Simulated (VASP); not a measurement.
Here is a VASP 6.6.1 calculation.

The input INCAR:

```
PREC     = Accurate       # precision mode
ENCUT    = 600            # plane-wave cutoff, eV
EDIFF    = 1E-7           # SCF threshold, eV
ISMEAR   = 1              # smearing method
SIGMA    = 0.1            # smearing width, eV
LREAL    = False          # projectors in reciprocal space
LASPH    = True           # aspherical terms in the spheres
NELM     = 120            # most SCF steps
ALGO     = Normal         # electronic algorithm
ISIF     = 3              # what is computed and relaxed
LWAVE    = False          # write WAVECAR
LCHARG   = False          # write CHGCAR
METAGGA  = R2SCAN         # meta-GGA
LMIXTAU  = True         
LUSE_VDW = True         
IVDW_NL  = 2            
BPARAM   = 11.95        
CPARAM   = 0.0093       
IBRION   = 2              # ionic algorithm
NSW      = 40             # ionic steps
EDIFFG   = -0.005         # ionic threshold
```

The input KPOINTS:

```
regular mesh
0
Gamma
  16 16 10
```

POSCAR

```
Ti
1.0
    2.9000000000      0.0000000000      0.0000000000
   -1.4500000000      2.5114736700      0.0000000000
    0.0000000000      0.0000000000      4.6000000000
Ti
2
Direct
    0.3333333300      0.6666666700      0.2500000000
    0.6666666700      0.3333333300      0.7500000000
```

Potentials or basis: VASP PAW PBE potentials, release 64 (Ti_sv).

The run is started by

```bash
$ cat potpaw_PBE.64/Ti_sv/POTCAR > POTCAR
$ mpirun -np 1 vasp_std > vasp.out
```

Problem. Estimate the space group after relaxing (to 0.05 Å).

Solution. P6_3/mmc (No. 194).

Problem. Estimate the relaxed cell.

Solution. a = 2.931 Å, b = 2.931 Å, c = 4.636 Å, α = 90.00°, β = 90.00°, γ = 120.00°.

Final structure:
```cif
data_structure
_symmetry_space_group_name_H-M 'P 1'
_symmetry_Int_Tables_number 1
_cell_length_a 2.9309
_cell_length_b 2.9309
_cell_length_c 4.6357
_cell_angle_alpha 90.000
_cell_angle_beta 90.000
_cell_angle_gamma 120.000
_cell_volume 34.49
loop_
_atom_site_label
_atom_site_type_symbol
_atom_site_fract_x
_atom_site_fract_y
_atom_site_fract_z
_atom_site_occupancy
Ti1 Ti 0.33333 0.66667 0.25000 1
Ti2 Ti 0.66667 0.33333 0.75000 1
```
